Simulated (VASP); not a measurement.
Data:

Space group Fm-3m (No. 225); a = b = c = 7.1862 Å, α = β = γ = 90.00°

| atom | site | symmetry | x | y | z |
|---|---|---|---|---|---|
| K | 4a | m-3m | 0.0000 | 0.0000 | 0.0000 |
| I | 4b | m-3m | 0.5000 | 0.5000 | 0.5000 |
(The calculation used a cell of 2 atoms; values per cell refer to that cell.)

Level of theory: PBE GGA, VASP's PBE PAW potentials (set 64) (plane waves; VASP). Run with 480 eV cut-off, 6×6×6 Γ-centred mesh, Gaussian smearing of 0.050 eV, potentials K_sv I.

Each relaxation starts from this cell; other phases were not tried.

Q: The cell is relaxed at 10 GPa. What happens?

A: The volume per atom goes from 46.39 to 31.76 Å³ (-31.5 %), and the cell becomes a = b = c = 6.3336 Å, α = β = γ = 90.00°, space group Fm-3m. The gap on the mesh goes from 3.85 to 4.11 eV.

Q: The cell is relaxed at 30 GPa. What happens?

A: The volume per atom goes from 46.39 to 24.76 Å³ (-46.6 %), and the cell becomes a = b = c = 5.830 Å, α = β = γ = 90.00°, space group Fm-3m. The gap on the mesh goes from 3.85 to 2.99 eV.

Failed runs are left out, and for metals the shear rows, which the mesh's noise covers.

The compound is KI in the rock salt structure.
